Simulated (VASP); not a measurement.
# CaH3Pd (Pm-3m) in VASP: further runs

One crystal, CaH3Pd, is run at these levels: LDA; tasks: single point.

All numbers are computed with VASP 6.6.1; they aren't measurements. Logs are shortened: lines on timing, memory, paths and dates and some standing lists are left out, and cuts for length are marked.

### 1 The crystal as given

Symmetry: Pm-3m, No. 221, cubic system. The conventional cell has a = 3.707 Å, b = 3.707 Å, c = 3.707 Å, α = 90.00°, β = 90.00°, γ = 90.00°. Ca (site symmetry m-3m) has 12 H at 2.62 Å as nearest neighbours. Around H (site symmetry 4/mmm) lie 2 Pd at 1.85 Å. Pd (site symmetry m-3m) has 6 H at 1.85 Å as nearest neighbours.

The cell comes from a database or a generator and needn't be the stable form of this composition.

### 2 Single point, LDA

File INCAR:

```
SYSTEM = CaH3Pd
PREC = Accurate
ENCUT = 520
EDIFF = 1E-6
ISMEAR = 1
SIGMA = 0.05
LREAL = .FALSE.
LASPH = .TRUE.
NELM = 100
ALGO = Fast
ISIF = 2
LWAVE = .FALSE.
LCHARG = .FALSE.
NBANDS = 20
```

File KPOINTS:

```
Automatic mesh
0
G
  5 5 5
  0 0 0
```

File POSCAR:

```
CaH3Pd
1.0
    3.7067161900      0.0000000000      0.0000000000
    0.0000000000      3.7067161900      0.0000000000
    0.0000000000      0.0000000000      3.7067161900
Ca H Pd
1 3 1
Direct
    0.5000000000      0.5000000000      0.5000000000
    0.5000000000      0.0000000000      0.0000000000
    0.0000000000      0.5000000000      0.0000000000
    0.0000000000      0.0000000000      0.5000000000
    0.0000000000      0.0000000000      0.0000000000
```

Potentials or basis: VASP PAW LDA potentials, release 64 (Ca_sv, H, Pd).

Started as:

```
$ cat potpaw_LDA.64/Ca_sv/POTCAR potpaw_LDA.64/H/POTCAR potpaw_LDA.64/Pd/POTCAR > POTCAR
$ mpirun -np 1 vasp_std > vasp.out
```

OUTCAR:

```text
SYSTEM = CaH3Pd
   PREC = Accurate
   ENCUT = 520
   EDIFF = 1E-6
   ISMEAR = 1
   LREAL = .FALSE.
   LASPH = .TRUE.
   NELM = 100
   ISIF = 2

 ion  position               nearest neighbor table
   1  0.500  0.500  0.500-   5 3.21   5 3.21   5 3.21   5 3.21   5 3.21   5 3.21   5 3.21   5 3.21

   2  0.500  0.000  0.000-   5 1.85   5 1.85
   3  0.000  0.500  0.000-   5 1.85   5 1.85
   4  0.000  0.000  0.500-   5 1.85   5 1.85
   5  0.000  0.000  0.000-   2 1.85   3 1.85   4 1.85   4 1.85   3 1.85   2 1.85   1 3.21   1 3.21
                             1 3.21   1 3.21   1 3.21   1 3.21   1 3.21   1 3.21

  LATTYP: Found a simple cubic cell.
 ALAT       =     3.7067161900

  Lattice vectors:

 A1 = (   3.7067161900,   0.0000000000,   0.0000000000)
 A2 = (   0.0000000000,   3.7067161900,   0.0000000000)
 A3 = (   0.0000000000,   0.0000000000,   3.7067161900)

Analysis of symmetry for initial positions (statically):
=====================================================================
 Subroutine PRICEL returns:
 Original cell was already a primitive cell.

 Routine SETGRP: Setting up the symmetry group for a
 simple cubic supercell.

 Subroutine GETGRP returns: Found 48 space group operations
 (whereof 48 operations were pure point group operations)
 out of a pool of 48 trial point group operations.

The static configuration has the point symmetry O_h .

Analysis of symmetry for dynamics (positions and initial velocities):
=====================================================================
 Subroutine PRICEL returns:
 Original cell was already a primitive cell.

 Routine SETGRP: Setting up the symmetry group for a
 simple cubic supercell.

 Subroutine GETGRP returns: Found 48 space group operations
 (whereof 48 operations were pure point group operations)
 out of a pool of 48 trial point group operations.

The dynamic configuration has the point symmetry O_h .

 Subroutine INISYM returns: Found 48 space group operations
 (whereof 48 operations are pure point group operations),
 and found     1 'primitive' translations

----------------------------------------------------------------------------------------

                                     Primitive cell

  volume of cell :      50.9293

  direct lattice vectors                    reciprocal lattice vectors
     3.706716190  0.000000000  0.000000000     0.269780568  0.000000000  0.000000000
     0.000000000  3.706716190  0.000000000     0.000000000  0.269780568  0.000000000
     0.000000000  0.000000000  3.706716190     0.000000000  0.000000000  0.269780568

  length of vectors
     3.706716190  3.706716190  3.706716190     0.269780568  0.269780568  0.269780568

  position of ions in fractional coordinates (direct lattice)
     0.500000000  0.500000000  0.500000000
     0.500000000  0.000000000  0.000000000
     0.000000000  0.500000000  0.000000000
     0.000000000  0.000000000  0.500000000
     0.000000000  0.000000000  0.000000000

  ion indices of the primitive-cell ions
   primitive index   ion index
                 1           1
                 2           2
                 3           3
                 4           4
                 5           5

----------------------------------------------------------------------------------------

 KPOINTS: Automatic mesh

Automatic generation of k-mesh.
 Grid dimensions read from file:
 generate k-points for:    5    5    5

 Generating k-lattice:

  Cartesian coordinates                     Fractional coordinates (reciprocal lattice)
     0.053956114  0.000000000  0.000000000     0.200000000  0.000000000  0.000000000
     0.000000000  0.053956114  0.000000000     0.000000000  0.200000000  0.000000000
     0.000000000  0.000000000  0.053956114     0.000000000  0.000000000  0.200000000

  Length of vectors
     0.053956114  0.053956114  0.053956114

  Shift w.r.t. Gamma in fractional coordinates (k-lattice)
     0.000000000  0.000000000  0.000000000

 Subroutine IBZKPT returns following result:
 ===========================================

 Found     10 irreducible k-points:

 Following reciprocal coordinates:
            Coordinates               Weight
  0.000000  0.000000  0.000000      1.000000
  0.200000  0.000000  0.000000      6.000000
  0.400000  0.000000  0.000000      6.000000
  0.200000  0.200000  0.000000     12.000000
  0.400000  0.200000  0.000000     24.000000
  0.400000  0.400000  0.000000     12.000000
  0.200000  0.200000  0.200000      8.000000
  0.400000  0.200000  0.200000     24.000000
  0.400000  0.400000  0.200000     24.000000
  0.400000  0.400000  0.400000      8.000000
   k-points           NKPTS =     10   k-points in BZ     NKDIM =     10   number of bands    NBANDS=     20
   number of dos      NEDOS =    301   number of ions     NIONS =      5
   total plane-waves  NPLWV =  21952
   dimension x,y,z NGX =    28 NGY =   28 NGZ =   28
   dimension x,y,z NGXF=    56 NGYF=   56 NGZF=   56
   ions per type =               1   3   1
   NGX,Y,Z   is equivalent  to a cutoff of  12.56, 12.56, 12.56 a.u.
   NGXF,Y,Z  is equivalent  to a cutoff of  25.12, 25.12, 25.12 a.u.
 SYSTEM =  CaH3Pd
   PREC   = accura    normal or accurate (medium, high low for compatibility)
   ISTART =      0    job   : 0-new  1-cont  2-samecut
   ICHARG =      2    charge: 1-file 2-atom 10-const
   ISPIN  =      1    spin polarized calculation?
   LNONCOLLINEAR =      F non collinear calculations
   LSORBIT =      F    spin-orbit coupling
   LASPH  =      T    aspherical Exc in radial PAW
   ENCUT  =  520.0 eV  38.22 Ry    6.18 a.u.   6.89  6.89  6.89*2*pi/ulx,y,z
   NELM   =    100;   NELMIN=  2; NELMDL= -5     # of ELM steps
   EDIFF  = 0.1E-05   stopping-criterion for ELM
   LREAL  =      F    real-space projection
   EDIFFG = 0.1E-04   stopping-criterion for IOM
   NSW    =      0    number of steps for IOM
   IBRION =     -1    ionic relax: 0-MD 1-quasi-New 2-CG
   NFREE  =      0    steps in history (QN), initial steepest desc. (CG)
   ISIF   =      2    stress and relaxation
   ISYM   =      2    0-nonsym 1-usesym 2-fastsym
   POTIM  = 0.5000    time-step for ionic-motion
   TEBEG  =    0.0;   TEEND  =   0.0 temperature during run
   PSTRESS=    0.0 pullay stress
   NELECT =      23.0000    total number of electrons
   NUPDOWN=      -1.0000    fix difference up-down
   EMIN   =  10.00;   EMAX   =-10.00  energy-range for DOS
   EFERMI =   0.00;   METHOD = LEGACY
   ISMEAR =     1;   SIGMA  =   0.05  broadening in eV -4-tet -1-fermi 0-gaus
   EFERMI_NEDOS =   21; number of points for ismear=-14 and -15
   IALGO  =     68    algorithm
   IMIX   =      4    mixing-type and parameters
     AMIX     =   0.40;   BMIX     =  1.00
     AMIX_MAG =   1.60;   BMIX_MAG =  1.00
  volume/ion in A,a.u.               =      10.19        68.74
  Fermi-wavevector in a.u.,A,eV,Ry     =   1.256015  2.373524 21.464188  1.577573
  Thomas-Fermi vector in A             =   2.389743
   LORBIT       =      0    0 simple, 1 ext, 2 COOP (PROOUT), +10 PAW based schemes
   GGA     = CA    functional components
   LHFCALC =     F    Hartree Fock is set to
   AEXX    =    0.0000 exact exchange contribution
   IVDW    =     0    specifies the selected vdW correction
   LEPSILON=     F    determine dielectric tensor
   LRPA    =     F    only Hartree local field effects (RPA)
 non-spin polarized calculation
 RMM-DIIS sequential band-by-band and
 Methfessel and Paxton  Order N= 1 SIGMA  =   0.05
  energy-cutoff  :      520.00
  volume of cell :       50.93
 maximum number of plane-waves:      1385
 NGX is ok and might be reduce to    28
   NGX = 13   NGY = 13   NGZ = 13

 number of electron      22.9999988 magnetization

 Free energy of the ion-electron system (eV)
  ---------------------------------------------------
  ext. energy  EPLUGINS =         0.00000000
  ---------------------------------------------------
  free energy    TOTEN  =       -22.15858235 eV

  energy without entropy =      -22.15739345  energy(sigma->0) =      -22.15818605

 E-fermi :   5.6780     XC(G=0): -10.9179

 val. band max:        5.6638471914   @ k =   0.4000   0.2000   0.2000
 cond. band min:       5.7635246492   @ k =   0.2000   0.0000   0.0000
 fundamental gap:      0.0996774577
 Fermi energy:         5.6779934296

 k-point     1 :       0.0000    0.0000    0.0000
  band No.  band energies     occupation
      1     -35.2628      2.00000
      2     -16.5312      2.00000
      3     -16.5312      2.00000
      4     -16.5312      2.00000
      5      -3.7305      2.00000
      6      -1.4042      2.00000
[... 12 lines left out ...]
     19      11.2618      0.00000
     20      11.2618      0.00000

 k-point     2 :       0.2000    0.0000    0.0000
  band No.  band energies     occupation
      1     -35.2587      2.00000
      2     -16.5929      2.00000
      3     -16.5269      2.00000
      4     -16.5269      2.00000
      5      -3.2855      2.00000
      6      -1.3148      2.00000
[... 12 lines left out ...]
     19      11.9409      0.00000
     20      11.9409      0.00000

 k-point     3 :       0.4000    0.0000    0.0000
  band No.  band energies     occupation
      1     -35.2521      2.00000
      2     -16.6908      2.00000
      3     -16.5200      2.00000
      4     -16.5200      2.00000
      5      -2.3958      2.00000
      6      -1.1611      2.00000
[... 12 lines left out ...]
     19      14.3892      0.00000
     20      14.3892      0.00000

 k-point     4 :       0.2000    0.2000    0.0000
  band No.  band energies     occupation
      1     -35.2547      2.00000
      2     -16.5914      2.00000
      3     -16.5801      2.00000
      4     -16.5222      2.00000
      5      -2.8681      2.00000
      6      -1.1532      2.00000
[... 107 lines left out ...]
 k-point     9 :       0.4000    0.4000    0.2000
  band No.  band energies     occupation
      1     -35.2386      2.00000
      2     -16.6541      2.00000
      3     -16.6509      2.00000
      4     -16.5575      2.00000
      5      -1.2772      2.00000
      6       0.1773      2.00000
[... 12 lines left out ...]
     19      11.6114      0.00000
     20      12.5065      0.00000

 k-point    10 :       0.4000    0.4000    0.4000
  band No.  band energies     occupation
      1     -35.2326      2.00000
      2     -16.6416      2.00000
      3     -16.6394      2.00000
      4     -16.6394      2.00000
      5       0.1195      2.00000
      6       0.3136      2.00000
[... 12 lines left out ...]
     19      11.5174      0.00000
     20      12.0195      0.00000

------------------------ aborting loop because EDIFF is reached ----------------------------------------

  FORCE on cell =-STRESS in cart. coord.  units (eV):
  Direction    XX          YY          ZZ          XY          YZ          ZX
  --------------------------------------------------------------------------------------
  -------------------------------------------------------------------------------------
  Total       -1.4668372     -1.4668372     -1.4668372     -0.0000000     -0.0000000      0.0000000
  in kB      -46.1449825    -46.1449825    -46.1449825     -0.0000000     -0.0000000      0.0000000
  external PRESSURE =     -46.1449825 kB  Pullay stress =       0.0000000 kB

 VOLUME and BASIS-vectors are now :
 -----------------------------------------------------------------------------
  energy-cutoff  :      520.00
  volume of cell :       50.93
      direct lattice vectors                 reciprocal lattice vectors
     3.706716190  0.000000000  0.000000000     0.269780568  0.000000000  0.000000000
     0.000000000  3.706716190  0.000000000     0.000000000  0.269780568  0.000000000
     0.000000000  0.000000000  3.706716190     0.000000000  0.000000000  0.269780568

 POSITION                                       TOTAL-FORCE (eV/Angst)
 -----------------------------------------------------------------------------------
      1.85336      1.85336      1.85336         0.000000      0.000000      0.000000
      1.85336      0.00000      0.00000         0.000000      0.000000      0.000000
      0.00000      1.85336      0.00000         0.000000      0.000000      0.000000
      0.00000      0.00000      1.85336         0.000000      0.000000      0.000000
      0.00000      0.00000      0.00000         0.000000      0.000000      0.000000
 -----------------------------------------------------------------------------------
    total drift:                               -0.000000      0.000000      0.000000

  FREE ENERGIE OF THE ION-ELECTRON SYSTEM (eV)
  ---------------------------------------------------
  free  energy   TOTEN  =       -22.1585823535 eV

  energy  without entropy=      -22.1573934489  energy(sigma->0) =      -22.15818605
```

Run time: 19 s. Hardware: 1 thread of Intel Xeon Platinum 8375C at 2.90GHz (Ice Lake), shared host; peak memory 0.13 GiB.

Results:

```
Free energy            : -22.1586 eV
Pressure               : -4.6 GPa
Band gap on the k mesh : none (metal or under the smearing width)
```

### 3 Single point, LDA

File INCAR:

```
  ALGO = Normal
  EDIFF = 1E-7
  ENCUT = 520
  ISIF = 2
  ISMEAR = 1
  LASPH = T
  LCHARG = F
  LREAL = F
  LWAVE = F
  NBANDS = 20
  NELM = 100
  PREC = Accurate
  SIGMA = 0.05
```

File KPOINTS:

```
k-points
0
Gamma
  5 5 5
```

POSCAR is that of step 2.

Potentials or basis: VASP PAW LDA potentials, release 64 (Ca_sv, H, Pd).

Started as:

```
$ cat potpaw_LDA.64/Ca_sv/POTCAR potpaw_LDA.64/H/POTCAR potpaw_LDA.64/Pd/POTCAR > POTCAR
$ mpirun -np 1 vasp_std > vasp.out
```

Wall time 15 s (1 thread of Intel Xeon Platinum 8375C at 2.90GHz (Ice Lake), shared host); peak memory 0.14 GiB.

The run converged. Its results:

| Item | Value |
| --- | --- |
| Free energy | -22.1586 eV |
| Pressure | -4.6 GPa |
| Band gap on the k mesh | none (metal or under the smearing width) |

Levels at points of the mesh, in eV from the Fermi level:
| k point | band 9 | band 10 | band 11 | band 12 | band 13 | band 14 |
| --- | --- | --- | --- | --- | --- | --- |
| (0.00, 0.00, 0.00) | -3.38 | -3.38 | 1.47 | 1.47 | 4.25 | 4.25 |
